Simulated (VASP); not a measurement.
# K2SnSe2: relaxation of cell and atoms with PBE

The system is K2SnSe2.

```xyz
5
Lattice="0.0000 3.2186 6.9875 3.1859 0.0000 6.9875 3.1859 3.2186 0.0000" Properties=species:S:1:pos:R:3 pbc="T T T"
K     4.7789    4.8278   10.4812
K     1.5930    1.6093    3.4937
Sn    0.0000    0.0000    0.0000
Se    3.1859    3.2186    5.0757
Se    3.1859    3.2186    8.8993
```

The cell was built by a generator and needn't be a form met in nature.

```yaml
Program: VASP 6.6.1
Task: relaxation of cell and atoms
Functional: PBE
Potentials_or_basis: VASP PAW PBE potentials, release 64 (K_sv, Sn_d, Se)
Cutoff: 600 eV
k_mesh: 6 × 6 × 6
Occupations: gaussian, width 0.05 eV
Spin: no spin polarisation
Further_INCAR_settings: ALGO = Normal; EDIFF = 1e-07; IBRION = 2; EDIFFG = -0.01; NSW = 40; ISIF = 3
```

| Property | Result |
| --- | --- |
| Relaxed volume | 31.13 Å³/atom |
| Relaxed cell | a = 8.480 Å, b = 8.451 Å, c = 4.451 Å, α = 75.11°, β = 74.41°, γ = 30.48° |
| Space group after relaxing (to 0.05 Å) | Fmmm (No. 69) |
| Energy gained by relaxing | 393.6 meV/atom |
| Ionic steps | 11 |
| Pressure after relaxing | 0.0 GPa |
| Band gap on the k mesh | 0.24 eV, indirect (least direct gap 0.35 eV) |

The path:
```csv
step,energy change (eV),largest force (eV/Å),pressure (GPa),volume (Å³)
1,0.0000,3.5874,8.95,143.30
2,-1.4580,0.9413,-0.75,179.14
3,-1.4645,0.8174,-1.11,182.02
4,-1.6069,0.7247,-1.06,177.29
5,-1.9205,0.2730,-0.63,163.23
6,-1.2405,1.6052,3.83,135.83
7,-1.9615,0.0212,-0.40,158.98
8,-1.9660,0.0741,-0.25,157.11
9,-1.9675,0.0052,0.10,155.15
10,-1.9677,0.0125,0.02,155.57
11,-1.9678,0.0016,0.00,155.66
```

Final structure:
```
K Sn Se
1.0
     0.00000    3.18523    7.85871
     3.10923    0.00000    7.85871
     3.10923    3.18523    0.00000
K Sn Se
2 1 2
Direct
  0.75000 0.75000 0.75000
  0.25000 0.25000 0.25000
  0.00000 0.00000 0.00000
  0.39323 0.39323 0.60677
  0.60677 0.60677 0.39323
```

Levels at points of the mesh, in eV from the valence-band top:
```csv
k point,band 19,band 20,band 21,band 22,band 23,band 24,band 25,band 26
"(0.00, 0.00, 0.00)",-1.29,-0.70,-0.36,-0.30,0.86,2.91,2.94,3.06
"(0.50, 0.00, 0.00)",-0.83,-0.67,-0.28,-0.18,1.28,2.03,2.52,3.74
"(0.50, 0.50, 0.00)",-1.13,-0.94,-0.61,-0.56,0.24,2.46,3.06,3.22
"(0.50, 0.00, 0.50)",-1.75,-1.54,-1.15,-0.01,0.37,1.98,2.55,3.60
"(0.00, 0.50, 0.50)",-1.76,-1.56,-1.14,-0.04,0.39,2.07,2.43,3.68
```

It took 20 min on 1 thread of Intel(R) Xeon(R) 6975P-C (Granite Rapids), with other jobs on the host, peak memory 0.58 GiB.

Caveat: spin-orbit coupling is left out, which moves the levels of the heavy elements. A k mesh can miss the band edges.
